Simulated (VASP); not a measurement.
Be4TeSe3:

```
Be Te Se
1.0
     3.49988    0.00000    0.00000
     0.00000    3.49988    0.00000
     0.00000    0.00000   12.19510
Be Te Se
4 1 3
Direct
  0.50000 0.00000 0.00300
  0.50000 0.00000 0.48637
  0.00000 0.50000 0.00300
  0.00000 0.50000 0.48637
  0.50000 0.50000 0.40011
  0.50000 0.50000 0.86161
  0.00000 0.00000 0.14413
  0.00000 0.00000 0.61539
```

The cell was built by a generator and needn't be a form met in nature.

```yaml
Program: VASP 6.6.1
Task: relaxation of cell and atoms
Functional: PBE
Potentials_or_basis: VASP PAW PBE potentials, release 64 (Be, Te, Se)
Cutoff: 520 eV
k_mesh: 4 × 4 × 2
Occupations: gaussian, width 0.15 eV
Spin: no spin polarisation
```

At the start: pressure 10.7 GPa; volume 18.67 Å³/atom.

How do energy, volume and symmetry change on relaxing?

Over 23 steps the energy falls by 624.2 meV/atom and the volume is 22.78 Å³/atom (+22.0 %); space group P4mm (No. 99, to 0.05 Å).

Step by step:
```
step  energy change (eV)  largest force (eV/Å)  pressure (GPa)  volume (Å³)
   1              0.0000               10.1272           10.73       149.38
   2             -3.9465                2.3422           -5.99       177.35
   3             -4.1955                2.6529           -4.04       170.25
   4             -4.7925                0.9810            0.85       160.11
   5             -4.8004                1.1004            1.59       158.78
   6             -4.8881                0.1918            0.57       161.75
   7             -4.8942                0.1310            0.26       162.76
   8             -4.9053                0.2011            0.10       163.68
   9             -4.9222                0.5455           -0.35       166.42
  10             -4.9293                0.4813           -0.16       166.60
  11             -4.9450                0.2861            0.39       167.11
  12             -4.9492                0.1313            1.52       168.09
  13             -4.9520                0.0818            1.08       167.75
  14             -4.9594                0.0358            1.02       169.17
  15             -4.9748                0.1460            0.60       173.44
  16             -4.9808                0.4160            0.03       182.09
  17             -4.9819                0.3407            0.20       179.41
  18             -4.9907                0.1747           -0.09       181.84
  19             -4.9919                0.1715           -0.24       183.50
  20             -4.9917                0.1601           -0.29       183.86
  21             -4.9918                0.1684           -0.43       183.67
  22             -4.9919                0.1617           -0.38       183.58
  23             -4.9935                0.0614            0.14       182.25
```

Final structure:
```cif
data_structure
_symmetry_space_group_name_H-M 'P 1'
_symmetry_Int_Tables_number 1
_cell_length_a 3.7241
_cell_length_b 3.7241
_cell_length_c 13.1406
_cell_angle_alpha 90.000
_cell_angle_beta 90.000
_cell_angle_gamma 90.000
_cell_volume 182.25
loop_
_atom_site_label
_atom_site_type_symbol
_atom_site_fract_x
_atom_site_fract_y
_atom_site_fract_z
_atom_site_occupancy
Be1 Be 0.50000 0.00000 0.99928 1
Be2 Be 0.50000 0.00000 0.50561 1
Be3 Be 0.00000 0.50000 0.99928 1
Be4 Be 0.00000 0.50000 0.50561 1
Te1 Te 0.50000 0.50000 0.38540 1
Se1 Se 0.50000 0.50000 0.89888 1
Se2 Se 0.00000 0.00000 0.09983 1
Se3 Se 0.00000 0.00000 0.60612 1
```

Caveat: the k mesh is coarse (spacing up to 0.45 Å⁻¹), so the values aren't converged; the volume moved by over 15 % at a fixed basis, so the end points are rough; this functional lacks dispersion, which binds the layers, so the pressure and a relaxed spacing across them are unreliable, and here the layers came unbound.
